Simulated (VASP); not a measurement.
Given:

```
CELL_PARAMETERS angstrom
      1.84510    -5.42323     0.00000
      1.84510     5.42323     0.00000
      0.00000     0.00000     3.84075
ATOMIC_POSITIONS crystal
  Ag 0.39793 0.60207 0.75000
  Ag 0.60207 0.39793 0.25000
  Cl 0.86487 0.13513 0.25000
  Cl 0.13513 0.86487 0.75000
```

Calculation: PBEsol GGA, VASP's PBE PAW potentials (set 64) (plane waves; VASP 6.6.1). Run with 400 eV cut-off, Gaussian smearing of 0.050 eV, potentials Ag Cl.

Give the energies of bands 7 to 20 at the high-symmetry points, in eV from the valence-band maximum.

```
band      Γ      Y     C0      Z     A0      T      S      R
----  -----  -----  -----  -----  -----  -----  -----  -----
7     -3.45  -3.43  -4.47  -4.17  -3.70  -4.24  -4.48  -3.96
8     -3.21  -3.30  -3.59  -4.17  -3.70  -4.24  -3.39  -3.96
9     -3.08  -3.08  -3.39  -2.89  -3.23  -2.79  -3.27  -3.18
10    -2.98  -3.02  -2.85  -2.89  -3.23  -2.79  -2.63  -3.18
11    -2.72  -2.93  -2.43  -2.63  -2.59  -2.64  -2.39  -2.50
12    -2.69  -2.91  -2.25  -2.63  -2.59  -2.64  -2.33  -2.50
13    -2.61  -2.90  -2.24  -2.50  -2.33  -2.00  -2.14  -2.29
14    -2.49  -2.65  -2.16  -2.50  -2.33  -2.00  -2.12  -2.29
15    -2.37  -2.11  -1.31  -1.39  -2.06  -0.83  -1.42  -2.21
16    -1.96  -1.78  -0.80  -1.39  -2.06  -0.83  -1.14  -2.21
17    -1.74  -1.77  -0.12  -0.12  -1.47  -0.17  -0.08  -1.61
18    -1.56  -1.52  -0.07  -0.12  -1.47  -0.17  -0.02  -1.61
19     0.33   2.02   2.62   4.34   2.87   3.41   2.93   2.72
20     3.00   3.73   5.48   4.34   2.87   3.41   5.08   2.72
```

The gap is indirect, 0.33 eV, from the valence maximum at Σ0-Γ at 0.14 to the conduction minimum at Γ.

The structure comes from a computed database's AgCl entry (Cmcm); how it stands against other phases isn't given here. It was relaxed first, which changed the volume by -6 %.
